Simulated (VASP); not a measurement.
Output of a VASP run:

### OUTCAR
```
 ion  position               nearest neighbor table
   1  0.666  0.666  0.000-   2 2.57   3 2.58   3 2.58   3 2.58   3 2.58   3 2.58   2 2.58   2 2.58
                             2 2.58   2 2.58
   2  0.334  0.334  0.000-   1 2.57   3 2.58   3 2.58   3 2.58   3 2.58   3 2.58   1 2.58   1 2.58
                             1 2.58   1 2.58
   3  0.000  0.000  0.000-   2 2.58   1 2.58   1 2.58   1 2.58   1 2.58   2 2.58   2 2.58   2 2.58
                             1 2.58   2 2.58
  LATTYP: Found a body centered tetragonal cell.
 ALAT       =     3.1588390532
 C/A-ratio  =     2.4479646302
 Subroutine PRICEL returns:
 Original cell was already a primitive cell.
 Subroutine GETGRP returns: Found 16 space group operations
The static configuration has the point symmetry D_4h.
The dynamic configuration has the point symmetry D_4h.
 Subroutine INISYM returns: Found 16 space group operations
 Subroutine IBZKPT returns following result:
 Found    244 irreducible k-points:

 Following reciprocal coordinates:
            Coordinates               Weight
  0.000000  0.000000  0.000000      1.000000
  0.071429  0.000000  0.000000      8.000000
  0.142857 -0.000000  0.000000      8.000000
  0.214286 -0.000000  0.000000      8.000000
  0.285714  0.000000  0.000000      8.000000
  0.357143  0.000000  0.000000      8.000000
  0.428571 -0.000000  0.000000      8.000000
  0.500000  0.000000 -0.000000      4.000000
  0.071429  0.071429 -0.000000      8.000000
  0.142857  0.071429  0.000000     16.000000
  0.214286  0.071429  0.000000     16.000000
  0.285714  0.071429  0.000000     16.000000
  0.357143  0.071429  0.000000     16.000000
  0.428571  0.071429  0.000000     16.000000
  0.500000  0.071429 -0.000000     16.000000
 -0.428571  0.071429 -0.000000     16.000000
 -0.357143  0.071429  0.000000     16.000000
 -0.285714  0.071429  0.000000     16.000000
 -0.214286  0.071429 -0.000000     16.000000
 -0.142857  0.071429 -0.000000     16.000000
 -0.071429  0.071429  0.000000      4.000000
  0.142857  0.142857  0.000000      8.000000
  0.214286  0.142857  0.000000     16.000000
  0.285714  0.142857  0.000000     16.000000
  0.357143  0.142857  0.000000     16.000000
  0.428571  0.142857  0.000000     16.000000
  0.500000  0.142857  0.000000     16.000000
 -0.428571  0.142857 -0.000000     16.000000
 -0.357143  0.142857  0.000000     16.000000
 -0.285714  0.142857  0.000000     16.000000
 -0.214286  0.142857 -0.000000     16.000000
 -0.142857  0.142857  0.000000      4.000000
  0.214286  0.214286  0.000000      8.000000
  0.285714  0.214286  0.000000     16.000000
  0.357143  0.214286  0.000000     16.000000
  0.428571  0.214286  0.000000     16.000000
  0.500000  0.214286 -0.000000     16.000000
 -0.428571  0.214286 -0.000000     16.000000
 -0.357143  0.214286  0.000000     16.000000
 -0.285714  0.214286  0.000000     16.000000
   k-points           NKPTS =    244   k-points in BZ     NKDIM =    244   number of bands    NBANDS=     15
   number of dos      NEDOS =    301   number of ions     NIONS =      3
   total plane-waves  NPLWV =  46656
   dimension x,y,z NGX =    36 NGY =   36 NGZ =   36
   dimension x,y,z NGXF=    72 NGYF=   72 NGZF=   72
   ions per type =               2   1
   PREC   = accura    normal or accurate (medium, high low for compatibility)
   ISTART =      0    job   : 0-new  1-cont  2-samecut
   ICHARG =      2    charge: 1-file 2-atom 10-const
   ISPIN  =      1    spin polarized calculation?
   LNONCOLLINEAR =      F non collinear calculations
   LSORBIT =      F    spin-orbit coupling
   INIWAV =      1    electr: 0-lowe 1-rand  2-diag
   ENCUT  =  500.0 eV  36.75 Ry    6.06 a.u.   8.14  8.14  8.14*2*pi/ulx,y,z
   NELM   =    100;   NELMIN=  2; NELMDL= -5     # of ELM steps
   EDIFF  = 0.1E-05   stopping-criterion for ELM
   LREAL  =      F    real-space projection
   NLSPLINE    = F    spline interpolate recip. space projectors
   LMAXMIX     =    6 max onsite mixed and CHGCAR
...
```

File OSZICAR:
```
       N       E                     dE             d eps       ncg     rms          rms(c)
DAV:   1     0.123638676630E+03    0.12364E+03   -0.11011E+04  7320   0.145E+03
DAV:   2    -0.232704911644E+02   -0.14691E+03   -0.14489E+03  8321   0.358E+02
DAV:   3    -0.274027375261E+02   -0.41322E+01   -0.40563E+01  9798   0.517E+01
DAV:   4    -0.274308728090E+02   -0.28135E-01   -0.28125E-01  8202   0.497E+00
DAV:   5    -0.274312029136E+02   -0.33010E-03   -0.33010E-03  9966   0.543E-01    0.285E+01
DAV:   6    -0.267121843488E+02    0.71902E+00   -0.36411E+00  8832   0.149E+01    0.106E+01
DAV:   7    -0.266141920985E+02    0.97992E-01   -0.21655E-01  8076   0.290E+00    0.465E+00
DAV:   8    -0.265926302999E+02    0.21562E-01   -0.37067E-02  9644   0.166E+00    0.302E-01
DAV:   9    -0.265920631142E+02    0.56719E-03   -0.10836E-03  8615   0.274E-01    0.166E-01
DAV:  10    -0.265919379532E+02    0.12516E-03   -0.27522E-04  8986   0.169E-01    0.417E-02
DAV:  11    -0.265919340012E+02    0.39520E-05   -0.27759E-05  9182   0.430E-02    0.148E-02
DAV:  12    -0.265919340623E+02   -0.61095E-07   -0.92496E-07  5578   0.757E-03
   1 F= -.24183986E+02 E0= -.24183868E+02  d E =-.241840E+02
```

**OUTCAR**
```
------------------------ aborting loop because EDIFF is reached ----------------------------------------
  FORCE on cell =-STRESS in cart. coord.  units (eV):
  Direction    XX          YY          ZZ          XY          YZ          ZX
  --------------------------------------------------------------------------------------
  Total        2.4347871      2.4347871      2.3590131      0.0000000      0.0000000      0.0000000
  in kB      101.1146149    101.1146149     97.9677883      0.0000000      0.0000000      0.0000000
  external PRESSURE =       0.0656727 kB  Pullay stress =     100.0000000 kB
  volume of cell :       38.58
      direct lattice vectors                 reciprocal lattice vectors
    -1.579419527  1.579419527  3.866363137     0.000000000  0.316572001  0.129320496
     1.579419527 -1.579419527  3.866363137     0.316572001  0.000000000  0.129320496
     1.579419527  1.579419527 -3.866363137     0.316572001  0.316572001  0.000000000
 POSITION                                       TOTAL-FORCE (eV/Angst)
 -----------------------------------------------------------------------------------
      0.00000      0.00000      5.15033         0.000000      0.000000     -0.000627
      0.00000      0.00000      2.58239        -0.000000     -0.000000      0.000627
      0.00000      0.00000      0.00000        -0.000000     -0.000000      0.000000
 -----------------------------------------------------------------------------------
    total drift:                               -0.000000     -0.000000      0.000000
  FREE ENERGIE OF THE ION-ELECTRON SYSTEM (eV)
  ---------------------------------------------------
  free  energy   TOTEN  =       -26.5919340623 eV

  energy  without entropy=      -26.5915794477  energy(sigma->0) =      -26.59181586
  enthalpy is  TOTEN    =       -24.1839863267 eV   P V=        2.4079477356

 reached required accuracy - stopping structural energy minimisation
```
(Selected blocks of OUTCAR.)

### POSCAR
```
WSi2
1
   -1.5794195266     1.5794195266     3.8663631373
    1.5794195266    -1.5794195266     3.8663631373
    1.5794195266     1.5794195266    -3.8663631373
Si W
2 1
Direct
  0.6660434716   0.6660434716   1.0000000000
  0.3339565284   0.3339565284   0.0000000000
  0.0000000000   0.0000000000   0.0000000000
```

Q: Write an INCAR and KPOINTS that could have produced this output.

A: This is not unique; one that fits is the input of the run itself, PBEsol GGA, plane waves, VASP's PBE PAW potentials (set 64).

KPOINTS:
```
Automatic mesh
0
Gamma
14 14 14
0 0 0
```

**INCAR**
```
SYSTEM = WSi2
PREC = Accurate
ENCUT = 500
EDIFF = 1E-6
NELM = 100
ALGO = Normal
LREAL = .FALSE.
LASPH = .TRUE.
ISMEAR = 1
SIGMA = 0.1
GGA = PS
LMAXMIX = 6
LWAVE = .FALSE.
LCHARG = .FALSE.
IBRION = 2
ISIF = 3
NSW = 40
EDIFFG = -0.02
PSTRESS = 100
```

POTCAR, in this order: Si W_sv (PBE.64 set). Program: vasp_std.

The compound is WSi2 in the MoSi2 type structure. It was relaxed first under an external pressure of 10 GPa.
